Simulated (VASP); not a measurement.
# LiReS3: single point with PBE

Crystal: LiReS3.

```
CELL_PARAMETERS angstrom
4.63977 0.00000 0.00000
0.00000 4.63977 0.00000
0.00000 0.00000 4.63977
ATOMIC_POSITIONS crystal
Li 0.00000 0.00000 0.00000
Re 0.50000 0.50000 0.50000
S 0.00000 0.50000 0.50000
S 0.50000 0.50000 0.00000
S 0.50000 0.00000 0.50000
```

The cell was built by a generator and needn't be a form met in nature.

The cell isn't the ideal one: species swapped into the HfBRh3 type (Pm-3m, No. 221).

- Program: VASP 6.6.1
- Task: single point
- Functional: PBE
- Potentials or basis: VASP PAW PBE potentials, release 64 (Li_sv, Re, S)
- Cutoff: 520 eV
- k mesh: 4 × 4 × 4
- Occupations: gaussian, width 0.1 eV
- Spin: collinear spin, typed start
- Starting moments: [0.0, 1.0, 0.0, 0.0, 0.0] μB

```
Band gap on the k mesh                                : none (metal or under the smearing width)
Net moment                                            : 1.72 μB per cell
Site moments                                          : Li +0.00; Re +0.87; S +0.16 μB
Valence electrons inside the program's atomic spheres : Li 2.00; Re 5.96; S 3.74
```

Levels at points of the mesh, in eV from the Fermi level:
Spin up:
| k point | band 12 | band 13 | band 14 | band 15 | band 16 | band 17 |
| --- | --- | --- | --- | --- | --- | --- |
| (0.00, 0.00, 0.00) | -1.78 | -1.78 | -1.10 | -1.10 | -1.10 | -0.30 |
| (0.50, 0.00, 0.00) | -2.33 | -1.28 | -1.28 | -0.26 | 0.62 | 0.62 |
| (0.50, 0.50, 0.00) | -2.84 | -0.26 | 0.45 | 0.54 | 0.68 | 0.68 |
| (0.50, 0.50, 0.50) | -0.23 | -0.23 | 0.52 | 0.52 | 0.52 | 2.11 |
Spin down:
| k point | band 11 | band 12 | band 13 | band 14 | band 15 | band 16 |
| --- | --- | --- | --- | --- | --- | --- |
| (0.00, 0.00, 0.00) | -1.47 | -1.47 | -1.47 | -0.89 | -0.89 | -0.89 |
| (0.50, 0.00, 0.00) | -2.20 | -2.04 | -1.03 | -1.03 | 0.24 | 1.17 |
| (0.50, 0.50, 0.00) | -2.56 | -2.56 | 0.08 | 1.02 | 1.05 | 1.23 |
| (0.50, 0.50, 0.50) | 0.11 | 0.11 | 0.11 | 1.13 | 1.13 | 1.13 |

Wall time 67 s on 1 thread of Intel(R) Xeon(R) Platinum 8559C (Emerald Rapids), on a shared host, peak memory 0.24 GiB.

 Spin-orbit coupling is left out, which matters for the levels of Re.
